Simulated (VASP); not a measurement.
BN (zinc blende), at 1.04 of the tabulated volume:

```yaml
crystal:
  lattice:
    - [0.00000, 1.83129, 1.83129]
    - [1.83129, 0.00000, 1.83129]
    - [1.83129, 1.83129, 0.00000]
  atoms:
    - { symbol: B, position: [0.00000, 0.00000, 0.00000] }
    - { symbol: N, position: [0.25000, 0.25000, 0.25000] }
```

The lowest empty band near X, direction across the valley's axis, from mBJ (TB09) with spin-orbit coupling in VASP (PAW); its two spin partners are averaged. The gap over the points computed is 5.75 eV, and the next band on that side lies 4.19 eV away at the edge.

Run with 520 eV cut-off, 14×14×14 Γ-centred mesh, Gaussian smearing of 0.050 eV, potentials B N.

```csv
distance from the edge in k (1/Å),distance in energy (meV)
0.018,3.9
0.025,7.6
0.035,14.8
0.050,30.1
0.070,58.8
```

Fit E(1 + αE) = ħ²k²/2m* (ħ²/2m0 = 3.810 eV Å²) and predict the row at 0.095 1/Å.

The rows don't resolve α, so a parabola serves: the electron mass is m* = 0.317 m0, and so 108.4 meV. The run gave 107.9 meV, -0.5 meV from the fit.

Left out are points under 3 meV from the edge, since the levels carry 0.1 meV, and points farther than half the way to the next band.

The compound is BN in the zinc blende structure. The cell was not relaxed at this level.
